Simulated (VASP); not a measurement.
A VASP calculation is set up with these files.

INCAR:
```
SYSTEM = Ga2PbO4
PREC = Accurate
ENCUT = 520
EDIFF = 1E-6
NELM = 100
ALGO = Normal
LREAL = Auto
LASPH = .TRUE.
ISMEAR = 0
SIGMA = 0.05
METAGGA = R2SCAN
LMIXTAU = .TRUE.
LMAXMIX = 4
LWAVE = .FALSE.
LCHARG = .FALSE.
IBRION = 2
ISIF = 3
NSW = 60
EDIFFG = -0.02
```

### KPOINTS
```
kpoints
0
Gamma
  3 5 5
0 0 0
```

**POSCAR**
```
Ga2PbO4
1
    8.5650682574     0.0000000000     0.0000000000
    0.0000000000     4.7058879424     2.6242162008
    0.0000000000    -4.7058879424     2.6242162008
Ga Pb O
4 2 8
Direct
  0.5520145557   0.7098100270   0.3642534631
  0.4479854443   0.3642534631   0.7098100270
  0.9479854443   0.7098100270   0.3642534631
  0.0520145557   0.3642534631   0.7098100270
  0.7500000000   0.0268388105   0.9717411998
  0.2500000000   0.9717411998   0.0268388105
  0.7500000000   0.8720809889   0.4881973808
  0.2500000000   0.4881973808   0.8720809889
  0.5000000000   0.6786926044   0.6786926044
  1.0000000000   0.6786926044   0.6786926044
  0.5609471646   0.3704276874   0.0056870281
  0.4390528354   0.0056870281   0.3704276874
  0.9390528354   0.3704276874   0.0056870281
  0.0609471646   0.0056870281   0.3704276874
```

POTCAR, in this order: Ga_d Pb_d O (PBE.64 set). Program: vasp_std.

Task: Write an equivalent input for Ansatz.

Result: One equivalent input (not run):
Ansatz 0.2 input:
```yaml
crystal:
  lattice:
    - [8.5650683, 0.0000000, 0.0000000]
    - [0.0000000, 4.7058879, 2.6242162]
    - [0.0000000, -4.7058879, 2.6242162]
  atoms:
    - { symbol: Ga, position: [0.5520146, 0.7098100, 0.3642535] }
    - { symbol: Ga, position: [0.4479854, 0.3642535, 0.7098100] }
    - { symbol: Ga, position: [0.9479854, 0.7098100, 0.3642535] }
    - { symbol: Ga, position: [0.0520146, 0.3642535, 0.7098100] }
    - { symbol: Pb, position: [0.7500000, 0.0268388, 0.9717412] }
    - { symbol: Pb, position: [0.2500000, 0.9717412, 0.0268388] }
    - { symbol: O, position: [0.7500000, 0.8720810, 0.4881974] }
    - { symbol: O, position: [0.2500000, 0.4881974, 0.8720810] }
    - { symbol: O, position: [0.5000000, 0.6786926, 0.6786926] }
    - { symbol: O, position: [1.0000000, 0.6786926, 0.6786926] }
    - { symbol: O, position: [0.5609472, 0.3704277, 0.0056870] }
    - { symbol: O, position: [0.4390528, 0.0056870, 0.3704277] }
    - { symbol: O, position: [0.9390528, 0.3704277, 0.0056870] }
    - { symbol: O, position: [0.0609472, 0.0056870, 0.3704277] }
kpoints:
  mp_grid: { grid: [3, 5, 5] }
hamiltonian:
  xc: r2scan
  pseudopotentials: { kind: paw }
scf:
  occupations: { method: gaussian, width: 0.05 }
  max_iter: 100
relax:
  max_steps: 60
  f_tol: 0.02
  cell: {}
output: { forces: true, stress: true, eigenvalues: true }
```
What does not carry over: each code has its own PAW files, so the cut-off isn't converted (ENCUT is set for VASP's; basis.ecutwfc is left out, and Ansatz then takes the one that its files recommend); Ansatz stops its SCF on the density residual and VASP on the energy change (EDIFF).

The structure comes from a computed database's Ga2PbO4 entry (Ama2); how it stands against other phases isn't given here. This run relaxes it. Symmetry was kept, so distortions that lower it aren't found. The start is the result of an earlier pass.
